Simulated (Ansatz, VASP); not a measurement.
PIr in VASP and in Ansatz

```
Ir P
1.0
     0.00000    2.62584    2.67836
     2.62584    0.00000    2.67836
     2.62584    2.62584    0.00000
Ir P
1 1
Direct
  0.00000 0.00000 0.00000
  0.25000 0.25000 0.25000
```

Change from the starting cell: strain e3 = +0.02, atoms carried along.

Alike in both runs: task single point; functional PBE; k mesh 12 × 12 × 12; occupations gaussian, width 0.05 eV; no spin polarisation.

|  | VASP | Ansatz |
| --- | --- | --- |
| version | VASP 6.6.1 | Ansatz 0.2.0 |
| potentials or method | VASP PAW PBE potentials, release 64 (Ir, P) | scalar-relativistic, plane waves, PAW |
| plane-wave cutoff (eV) | 520 | 420 |
| valence electrons in the cell | 14 | 22 |

```tsv
	VASP	Ansatz	Ansatz less VASP
gap on the k mesh at the Fermi level (eV)	none	none	-
pressure (GPa)	-2.9	-3.3	-0.41
largest component of the traceless stress (GPa)	0.59	0.60	+0.011
```

A gap of «none» marks a metal or a gap that the smearing closes. The two sets of potentials don't hold the same shells in valence.

The runs have no spin-orbit coupling, so splittings on Ir are missing.
